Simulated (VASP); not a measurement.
Wanted: the native input for a VASP 6.6.1 run.

- Task: single point
- Functional: RPBE
- Potentials or basis: VASP PAW PBE potentials, release 64 (Zr_sv, C)
- Cutoff: 520 eV
- k mesh: 7 × 7 × 7
- Occupations: fermi-dirac, width 0.0324 eV
- Spin: no spin polarisation
- Dipole correction: no
- Further INCAR settings: ALGO = Normal; EDIFF = 1e-06; NBANDS = 15

The structure of ZrC lies in POSCAR:

```
ZrC
1.0
    0.0000000000      2.3631445000      2.3631445000
    2.3631445000      0.0000000000      2.3631445000
    2.3631445000      2.3631445000      0.0000000000
Zr C
1 1
Direct
    0.0000000000      0.0000000000      0.0000000000
    0.5000000000      0.5000000000      0.5000000000
```

The input as run:

INCAR

```
SYSTEM = ZrC
ALGO     = Normal         ! electronic algorithm
EDIFF    = 1E-6           ! SCF threshold, eV
ENCUT    = 520            ! plane-wave cutoff, eV
GGA      = RP             ! functional
ISIF     = 2              ! what is computed and relaxed
ISMEAR   = -1             ! smearing method
LASPH    = .True.         ! aspherical terms in the spheres
LCHARG   = .False.        ! write CHGCAR
LREAL    = .False.        ! projectors in reciprocal space
LWAVE    = .False.        ! write WAVECAR
NBANDS   = 15             ! bands
NELM     = 100            ! most SCF steps
PREC     = Accurate       ! precision mode
SIGMA    = 0.0324         ! smearing width, eV
```

KPOINTS

```
k-points
0
Gamma
  7 7 7
  0 0 0
```

Potentials or basis: VASP PAW PBE potentials, release 64 (Zr_sv, C).

Launch:

```sh
$ cat potpaw_PBE.64/Zr_sv/POTCAR potpaw_PBE.64/C/POTCAR > POTCAR
$ mpirun -np 1 vasp_std > vasp.out
```

It gave:

- Pressure: 1.0 GPa
- Band gap on the k mesh: none (metal or under the smearing width)

Caveat: the PAW data sets were made with another functional, which shifts forces and pressure a little.

Run time: 7.4 s on 1 thread of Intel(R) Xeon(R) Platinum 8488C (Sapphire Rapids), with other jobs on the host, peak memory 0.15 GiB.
